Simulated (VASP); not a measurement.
Set up this calculation in VASP 6.6.1, as the native input.

```yaml
Task: optical spectrum
Functional: LDA
Potentials_or_basis: VASP PAW LDA potentials, release 64 (La, In_d, Mn_pv)
Cutoff: 520 eV
k_mesh: 7 × 7 × 7
Occupations: methfessel-paxton, width 0.1 eV
Spin: collinear spin, random start
Starting_moments: "[0.0, 0.0, -4.28] μB"
Hubbard_terms: La f U = 6 eV, Mn d U = 2 eV
Further_INCAR_settings: ALGO = Fast; EDIFF = 1e-06; NBANDS = 66
```

The structure of LaMnIn lies in POSCAR:

```
LaMnIn
1.0
    4.5933407550      0.0000000000      0.0000000000
   -2.2966703775      3.9779497821      0.0000000000
    0.0000000000      0.0000000000      4.0965590000
La In Mn
1 1 1
Direct
    0.0000000000      0.0000000000      0.0000000000
    0.3333333333      0.6666666667      0.5000000000
    0.6666666667      0.3333333333      0.5000000000
```

The cell comes from a database or a generator and needn't be the stable form of this composition.

One way to write it, as run:

INCAR

```
ALGO = Fast ; CSHIFT = 0.1
EDIFF = 1E-6 ; ENCUT = 520
GGA = CA ; ISIF = 2
ISMEAR = 1 ; ISPIN = 2
LASPH = T ; LCHARG = F
LDAU = T ; LDAUJ = 0 0 0
LDAUL = 3 -1 2 ; LDAUPRINT = 1
LDAUTYPE = 2 ; LDAUU = 6 0 2
LMAXMIX = 6 ; LOPTICS = T
LORBIT = 11 ; LREAL = F
LWAVE = F ; MAGMOM = 0 0 -4.28
NBANDS = 66 ; NEDOS = 1000
NELM = 100 ; PREC = Accurate
SIGMA = 0.1
```

KPOINTS

```
k-points
0
Gamma
  7 7 7
```

Potentials or basis: VASP PAW LDA potentials, release 64 (La, In_d, Mn_pv).

Launch:

```bash
$ cat potpaw_LDA.64/La/POTCAR potpaw_LDA.64/In_d/POTCAR potpaw_LDA.64/Mn_pv/POTCAR > POTCAR
$ mpirun -np 1 vasp_std > vasp.out
```

Results of the run:

| Item | Value |
| --- | --- |
| Pressure | 1.4 GPa |
| Band gap on the k mesh | none (metal or under the smearing width) |
| Net moment | -3.39 μB per cell |
| Site moments | La +0.20; In +0.10; Mn -3.86 μB |
| Valence electrons inside the program's atomic spheres | La 8.52; In 11.69; Mn 11.52 |

Caveat: spectra need much finer meshes, so this one isn't converged; independent-particle spectra lack excitons; the intraband (Drude) part of a metal's response may be missing; the U is typed as a test and isn't derived for this compound.

Wall time 16 min on 1 thread of Intel(R) Xeon(R) Platinum 8175M CPU @ 2.50GHz (Skylake/Cascade Lake) (shared host), peak memory 0.56 GiB.
